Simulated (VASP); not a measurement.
A convergence study with VASP on Pt3Ti (L1_2): one setting is varied, all else stays as given below, so the limit is that of these other settings. Each run relaxes cell and ions from the cell shown. The basis is that of the starting cell, so low cut-offs carry a Pulay error.

```yaml
crystal:
  lattice:
    - [3.92000, 0.00000, 0.00000]
    - [0.00000, 3.92000, 0.00000]
    - [0.00000, 0.00000, 3.92000]
  atoms:
    - { symbol: Ti, position: [0.00000, 0.00000, 0.00000] }
    - { symbol: Pt, position: [0.00000, 0.50000, 0.50000] }
    - { symbol: Pt, position: [0.50000, 0.00000, 0.50000] }
    - { symbol: Pt, position: [0.50000, 0.50000, 0.00000] }
```

Calculation: PBE GGA, VASP's PBE PAW potentials (set 64) (plane waves; VASP). The tightest run used: 700 eV cut-off, 7×7×7 Γ-centred mesh, first-order Methfessel-Paxton smearing of 0.10 eV, potentials Ti_sv Pt.

```tsv
setting	relaxed volume (Å³/atom)	E (eV/atom)	plane waves
ENCUT = 200	14.128	-7.3649	397
ENCUT = 250	15.258	-7.3849	550
ENCUT = 300	15.334	-7.3857	739
```

These are the cheaper rows. Estimate the results at ENCUT = 700, and how far the last row shown lies from them.

| quantity | tightest run | last row shown is off by |
|---|---|---|
| relaxed volume (Å³/atom) | 15.366 | -0.032 |
| E (eV/atom) | -7.3869 | 0.0011 |

Left out are rungs that failed or repeat a setting and relaxations that didn't move; long series are thinned to 24 rows.

The compound is Pt3Ti in the L1_2 structure.
